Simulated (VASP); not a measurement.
**Vibrations of Te: a test of the settings**

Aim: test the modes of Te against the numerical settings. The starting structure is a measured crystal structure from the Crystallography Open Database.

Program: VASP 6.6.1. Level of theory: Kohn-Sham DFT with plane waves and PAW; LDA. Results are calculated unless marked as measured.

### Step 1. Starting point

The structure is trigonal, space group P3_121 (No. 152). Conventional cell: a = 4.457 Å, b = 4.457 Å, c = 5.929 Å, α = 90.00°, β = 90.00°, γ = 120.00°. Nearest to Te lie 2 Te at 2.84 Å.

Structure file:

```xyz
3
Lattice="4.4572 0.0000 0.0000 -2.2286 3.8600 0.0000 0.0000 0.0000 5.9290" Properties=species:S:1:pos:R:3 pbc="T T T"
Te    1.6418    2.8437    0.0000
Te   -0.5868    1.0164    3.9527
Te    1.1736    0.0000    1.9763
```

### Step 2. Reference modes

The cell comes from a relaxation at this level, not shown (93.97 Å³).

Input file INCAR:

```
SYSTEM = Te
PREC = Accurate
ENCUT = 450
EDIFF = 1E-08
NELM = 100
ISMEAR = 0
SIGMA = 0.03
LREAL = .FALSE.
ALGO = Normal
GGA = CA
NBANDS = 15
LORBIT = 11
LWAVE = .FALSE.
LCHARG = .FALSE.
KPAR = 4
IBRION = 8
LEPSILON = .TRUE.
LPEAD = .TRUE.
ISIF = 2
```

Input file POSCAR:

```
Te
1.0
    4.2762251308      0.0000000000      0.0000000000
   -2.1381125653      3.7033195955      0.0000000000
    0.0000000000      0.0000000000      5.9335485768
Te
3
Direct
    0.7126492623      0.7126492623      0.0000000000
    0.0000000000      0.2873507377      0.6666666667
    0.2873507377      0.0000000000      0.3333333333
```

Input file KPOINTS:

```
Automatic mesh
0
Gamma
8 8 6
0 0 0
```

The projector-augmented-wave data sets are Te (LDA family, release 64).

On the command line:

```sh
mpirun -np 4 vasp_std
```

The program printed:

```text
[banner, memory and clock lines left out]
running    4 mpi-ranks, on    1 nodes
 distrk:  each k-point on    1 cores,    4 groups
 distr:  one band on    1 cores,    1 groups

 POSCAR found type information on POSCAR Te
 POSCAR found :  1 types and       3 ions
 LDA part: xc-table for (Slater(with rela. corr.)+CA(PZ))
 , standard interpolation
 POSCAR, INCAR and KPOINTS ok, starting setup
 FFT: planning ... GRIDC
 FFT: planning ... GRID_SOFT
 FFT: planning ... GRID
 WAVECAR not read
 entering main loop
       N       E                     dE             d eps       ncg     rms          rms(c)
DAV:   1     0.668886734626E+02    0.66889E+02   -0.59820E+03  1500   0.857E+02
DAV:   2    -0.705024811926E+01   -0.73939E+02   -0.70218E+02  2021   0.136E+02
DAV:   3    -0.113685569133E+02   -0.43183E+01   -0.42864E+01  1801   0.375E+01
DAV:   4    -0.114449837154E+02   -0.76427E-01   -0.76413E-01  2297   0.588E+00
DAV:   5    -0.114456951301E+02   -0.71141E-03   -0.71141E-03  1921   0.481E-01    0.135E+01
DAV:   6    -0.114217052241E+02    0.23990E-01   -0.12074E-02  1948   0.643E-01    0.838E+00
DAV:   7    -0.114125265739E+02    0.91787E-02   -0.25473E-02  1696   0.902E-01    0.251E-01
DAV:   8    -0.114121000848E+02    0.42649E-03   -0.40166E-03  1696   0.370E-01    0.131E-01
DAV:   9    -0.114121107559E+02   -0.10671E-04   -0.11384E-04  2105   0.752E-02    0.701E-02
DAV:  10    -0.114121056784E+02    0.50775E-05   -0.13433E-05  1843   0.225E-02    0.827E-03
DAV:  11    -0.114121053511E+02    0.32728E-06   -0.19945E-06  1969   0.881E-03    0.334E-03
DAV:  12    -0.114121053518E+02   -0.72043E-09   -0.31184E-07  1822   0.314E-03    0.182E-03
DAV:  13    -0.114121053552E+02   -0.34273E-08   -0.21294E-08  1570   0.873E-04
   1 F= -.11412105E+02 E0= -.11412105E+02  d E =-.105105E-10
 Linear response reoptimize wavefunctions to high precision
DAV:   1    -0.114121053551E+02    0.15893E-09   -0.65179E-09  1864   0.516E-04
DAV:   2    -0.114121053551E+02   -0.44906E-10   -0.90854E-10  1079   0.190E-04
 Linear response to external field (no local field effect), progress :
  Direction:   1
       N       E                     dE             d eps       ncg     rms          rms(c)
RMM:   1    -0.164091816801E+02   -0.16409E+02   -0.12686E+02  1604   0.725E+00
RMM:   2    -0.178254365091E+02   -0.14163E+01   -0.15008E-01  1350   0.159E+00
RMM:   3    -0.178312989862E+02   -0.58625E-02   -0.38597E-03  1350   0.249E-01
RMM:   4    -0.178314178194E+02   -0.11883E-03   -0.12158E-04  1350   0.384E-02
RMM:   5    -0.178314208048E+02   -0.29854E-05   -0.34120E-06  1350   0.809E-03
RMM:   6    -0.178314209488E+02   -0.14404E-06    0.49219E-07  1346   0.150E-03
RMM:   7    -0.178314209481E+02    0.74467E-09    0.54795E-06  1223   0.346E-04
RMM:   8    -0.178314209345E+02    0.13609E-07    0.79934E-06   466   0.825E-05
RMM:   9    -0.178314209300E+02    0.45118E-08    0.18254E-06   139   0.476E-05
RMM:  10    -0.178314209299E+02    0.82476E-10    0.11082E-06    57   0.430E-05
RMM:  11    -0.178314209292E+02    0.68169E-09   -0.11482E-07    46   0.427E-05
RMM:  12    -0.178314209292E+02    0.30763E-10   -0.10592E-07    46   0.427E-05
RMM:  13    -0.178314209292E+02    0.57163E-11   -0.10651E-07    46   0.427E-05
 change of polarisation eV/A/(eV/A) component  1 :    35.663    -5.658    12.607
 dielectric tensor                  component  1 :    69.678   -10.895    24.278
 Linear response to external field (no local field effect), progress :
  Direction:   2
       N       E                     dE             d eps       ncg     rms          rms(c)
RMM:   1    -0.210804418046E+02   -0.21080E+02   -0.16880E+02  1625   0.760E+00
RMM:   2    -0.251183006967E+02   -0.40379E+01   -0.19951E-01  1350   0.171E+00
RMM:   3    -0.251308302620E+02   -0.12530E-01   -0.54395E-03  1350   0.267E-01
RMM:   4    -0.251310065163E+02   -0.17625E-03   -0.14303E-04  1350   0.403E-02
RMM:   5    -0.251310121130E+02   -0.55968E-05    0.26322E-06  1350   0.845E-03
RMM:   6    -0.251310129210E+02   -0.80795E-06    0.46663E-07  1345   0.154E-03
RMM:   7    -0.251310129501E+02   -0.29094E-07   -0.18620E-06  1215   0.360E-04
RMM:   8    -0.251310130560E+02   -0.10591E-06   -0.12761E-05   456   0.862E-05
RMM:   9    -0.251310129982E+02    0.57827E-07    0.20843E-06   130   0.494E-05
RMM:  10    -0.251310129813E+02    0.16876E-07    0.43568E-07    53   0.455E-05
RMM:  11    -0.251310129812E+02    0.11845E-09    0.30125E-07    47   0.453E-05
RMM:  12    -0.251310129812E+02   -0.13330E-10    0.27989E-07    46   0.453E-05
 change of polarisation eV/A/(eV/A) component  2 :    -5.644    50.262   -20.635
 dielectric tensor                  component  2 :   -10.868    97.792   -39.738
 Linear response to external field (no local field effect), progress :
  Direction:   3
       N       E                     dE             d eps       ncg     rms          rms(c)
RMM:   1    -0.309927219757E+02   -0.30993E+02   -0.25312E+02  1631   0.831E+00
RMM:   2    -0.344554054438E+02   -0.34627E+01   -0.26050E-01  1350   0.189E+00
RMM:   3    -0.344698930488E+02   -0.14488E-01   -0.79429E-03  1350   0.304E-01
RMM:   4    -0.344700604873E+02   -0.16744E-03   -0.29901E-04  1350   0.465E-02
RMM:   5    -0.344700583479E+02    0.21395E-05   -0.17122E-05  1350   0.987E-03
RMM:   6    -0.344700576678E+02    0.68008E-06   -0.62909E-07  1339   0.176E-03
[...]
RMM:  14    -0.193413696723E+02    0.62930E-06   -0.67451E-07  1623   0.491E-05    0.478E-06
 change of polarisation eV/A/(eV/A) component  1 :    37.406    -0.182     6.711
 dielectric tensor                  component  1 :    73.034    -0.350    12.924
 Linear response to external field, progress :
  Direction:   2
       N       E                     dE             d eps       ncg     rms          rms(c)
RMM:   1    -0.187144039984E+02   -0.18714E+02   -0.14757E+02  6298   0.742E+00
RMM:   2    -0.214528598591E+02   -0.27385E+01   -0.18068E-01  5293   0.165E+00    0.173E+01
RMM:   3    -0.200491122812E+02    0.14037E+01   -0.25275E+00 13126   0.579E+00    0.120E+01
RMM:   4    -0.201382827982E+02   -0.89171E-01   -0.10084E-01  9419   0.149E+00    0.583E+00
RMM:   5    -0.204125938172E+02   -0.27431E+00   -0.43001E-02  9407   0.108E+00    0.306E-01
RMM:   6    -0.204218494768E+02   -0.92557E-02   -0.32389E-03  9702   0.272E-01    0.120E-01
RMM:   7    -0.204194977854E+02    0.23517E-02   -0.57064E-04 10052   0.551E-02    0.388E-02
RMM:   8    -0.204242913375E+02   -0.47936E-02   -0.25139E-04  9836   0.236E-02    0.652E-03
RMM:   9    -0.204248491640E+02   -0.55783E-03   -0.17782E-04 10313   0.520E-03    0.247E-03
RMM:  10    -0.204252216177E+02   -0.37245E-03   -0.63893E-06 10280   0.180E-03    0.545E-04
RMM:  11    -0.204252603109E+02   -0.38693E-04   -0.13213E-05 10646   0.507E-04    0.268E-04
RMM:  12    -0.204252680809E+02   -0.77701E-05   -0.26510E-06 10288   0.184E-04    0.721E-05
RMM:  13    -0.204252653540E+02    0.27270E-05   -0.10630E-06  6522   0.635E-05    0.313E-05
RMM:  14    -0.204252649801E+02    0.37390E-06   -0.13841E-07  2835   0.486E-05    0.584E-06
 change of polarisation eV/A/(eV/A) component  2 :     2.190    39.494     0.031
 dielectric tensor                  component  2 :     4.217    77.056     0.060
 Linear response to external field, progress :
  Direction:   3
       N       E                     dE             d eps       ncg     rms          rms(c)
RMM:   1    -0.309926602230E+02   -0.30993E+02   -0.25312E+02  2215   0.831E+00
RMM:   2    -0.344553967831E+02   -0.34627E+01   -0.26040E-01  1836   0.189E+00    0.771E+00
RMM:   3    -0.337699455683E+02    0.68545E+00   -0.48824E-01  3060   0.349E+00    0.418E+00
RMM:   4    -0.343254962620E+02   -0.55555E+00   -0.50956E-01  4112   0.357E+00    0.563E-01
RMM:   5    -0.344214094210E+02   -0.95913E-01   -0.20408E-02  3252   0.848E-01    0.342E-01
RMM:   6    -0.344642628279E+02   -0.42853E-01   -0.11464E-03  3354   0.184E-01    0.193E-01
RMM:   7    -0.344705878125E+02   -0.63250E-02   -0.17357E-04  3501   0.457E-02    0.828E-02
RMM:   8    -0.344738169617E+02   -0.32291E-02   -0.66250E-05  3558   0.146E-02    0.282E-02
RMM:   9    -0.344740674455E+02   -0.25048E-03   -0.15442E-04  3571   0.414E-03    0.515E-03
RMM:  10    -0.344741736950E+02   -0.10625E-03   -0.55919E-05  3650   0.156E-03    0.313E-03
RMM:  11    -0.344741832279E+02   -0.95329E-05   -0.24422E-05  3635   0.403E-04    0.361E-04
RMM:  12    -0.344741874916E+02   -0.42637E-05   -0.13421E-05  3540   0.176E-04    0.179E-04
RMM:  13    -0.344741873023E+02    0.18930E-06   -0.79740E-06  2153   0.598E-05    0.134E-05
RMM:  14    -0.344741876998E+02   -0.39750E-06    0.30160E-07   963   0.456E-05    0.134E-05
RMM:  15    -0.344741881991E+02   -0.49930E-06    0.26632E-07   825   0.458E-05    0.971E-07
 change of polarisation eV/A/(eV/A) component  3 :     6.682    -8.101    66.459
 dielectric tensor                  component  3 :    12.869   -15.600   128.983
 Linear response DOF=           2
 Linear response progress:
  Degree of freedom:   1/  2
       N       E                     dE             d eps       ncg     rms          rms(c)
RMM:   1    -0.478530163690E-01   -0.47853E-01    0.29021E-02 13584   0.106E+00
RMM:   2    -0.462778212622E-01    0.15752E-02   -0.24269E-03  9225   0.282E-01    0.819E-02
RMM:   3    -0.461663956512E-01    0.11143E-03   -0.10214E-04  9735   0.617E-02    0.552E-02
RMM:   4    -0.460892082951E-01    0.77187E-04   -0.30695E-05  9951   0.266E-02    0.149E-02
RMM:   5    -0.460911650336E-01   -0.19567E-05   -0.91133E-07 10039   0.610E-03    0.745E-03
RMM:   6    -0.460983888893E-01   -0.72239E-05   -0.23846E-07  9881   0.227E-03    0.876E-04
RMM:   7    -0.460981799842E-01    0.20891E-06   -0.47170E-08 10241   0.561E-04    0.511E-04
RMM:   8    -0.460976213968E-01    0.55859E-06   -0.16094E-07 10273   0.207E-04    0.129E-04
RMM:   9    -0.460976811668E-01   -0.59770E-07   -0.25996E-08 10501   0.478E-05    0.589E-05
RMM:  10    -0.460976928653E-01   -0.11699E-07   -0.69934E-09 10369   0.204E-05    0.148E-05
RMM:  11    -0.460977051879E-01   -0.12323E-07   -0.49036E-09 10310   0.980E-06    0.873E-06
RMM:  12    -0.460977013518E-01    0.38361E-08    0.42986E-09  9653   0.400E-06    0.150E-06
 first order change of Fermi-energy   0.16511E+00
 force on displaced ion       1 direction 1 :  -2.366  -0.092  -0.313
 Born effective charge ion    1 direction 1 :  -2.033   3.310   4.652
 Linear response progress:
  Degree of freedom:   2/  2
       N       E                     dE             d eps       ncg     rms          rms(c)
RMM:   1    -0.590511882623E-01   -0.59051E-01    0.41457E-02 14319   0.108E+00
RMM:   2    -0.559686567145E-01    0.30825E-02   -0.29544E-03  9276   0.308E-01    0.252E-01
RMM:   3    -0.557011488055E-01    0.26751E-03   -0.54437E-04  9659   0.979E-02    0.172E-01
RMM:   4    -0.556571969788E-01    0.43952E-04   -0.14346E-05  9792   0.254E-02    0.869E-02
RMM:   5    -0.556437387116E-01    0.13458E-04   -0.76576E-06 10041   0.136E-02    0.398E-03
RMM:   6    -0.556466458541E-01   -0.29071E-05    0.58609E-07 10078   0.310E-03    0.263E-03
RMM:   7    -0.556490643430E-01   -0.24185E-05    0.24460E-07 10189   0.113E-03    0.484E-04
RMM:   8    -0.556489294199E-01    0.13492E-06   -0.13780E-07 10312   0.312E-04    0.232E-04
RMM:   9    -0.556490433502E-01   -0.11393E-06   -0.22640E-08 10372   0.903E-05    0.556E-05
RMM:  10    -0.556491115340E-01   -0.68184E-07   -0.34384E-08 10507   0.296E-05    0.147E-05
RMM:  11    -0.556491296357E-01   -0.18102E-07    0.10113E-08 10572   0.951E-06    0.269E-06
RMM:  12    -0.556491281080E-01    0.15277E-08    0.37536E-09 10092   0.426E-06    0.720E-07
 first order change of Fermi-energy  -0.14252E-04
 force on displaced ion       1 direction 3 :  -0.310   0.182  -4.921
 Born effective charge ion    1 direction 3 :   3.994  -2.164  -0.009
 Born effective charges drift removed
 Linear response finished
```

Elapsed: 6.6 min, on 4 MPI ranks of AMD EPYC 7R43, shared host; peak memory 2.4 GiB.

The logs omit lines about the potential files and the build; timing stands in the text.

(Part 1 of 3 ends here.)

[Lines on the potential files, build, host, timing and source positions are cut from VASP's logs without a mark.]

[Logs are printed without paths, hosts, clocks, repeated set-up lines and the standing remarks that a program may print on its own settings, such as how far it seeks lower states.]

[Hosts, paths, dates, database ids (printed as entryN), source tags and the programs' standing remarks are cut or masked in the printed files.]
